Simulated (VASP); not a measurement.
Runs of VASP 6.6.1 on Lu. It takes space group P6_3/mmc (No. 194, hexagonal). The conventional cell has a = 3.450 Å, b = 3.450 Å, c = 5.356 Å, α = 90.00°, β = 90.00°, γ = 120.00°. Lu (site symmetry -6m2) is surrounded by 12 Lu at 3.34 to 3.45 Å. 

| level | k mesh | cutoff (eV) | smearing | gap on the mesh (eV) | pressure (GPa) |
| --- | --- | --- | --- | --- | --- |
| r2SCAN | 15 × 15 × 8 | 520 | gaussian 0.1 eV | none | 2.9 |
| PBEsol | 15 × 15 × 8 | 520 | gaussian 0.5 eV | none | (a) |
| PBEsol | 21 × 21 × 12 | 520 | gaussian 0.1 eV | none | -0.1 |
| PBEsol | 15 × 15 × 8 | 700 | gaussian 0.1 eV | none | -0.1 |
| PBEsol | 15 × 15 × 8 | 900 | gaussian 0.1 eV | none | -0.1 |

Alike in all rows: task single point; potentials or basis VASP PAW PBE potentials, release 64 (Lu); no spin polarisation; cell as given.

Q: Estimate the missing entries.

A: (a) 0.4.

Caveats: the PAW data sets were made with another functional, which shifts forces and pressure a little.

A k mesh can miss the band edges, and the runs leave out spin-orbit coupling on Lu.

A gap of «none» marks a metal or a gap under the smearing width.
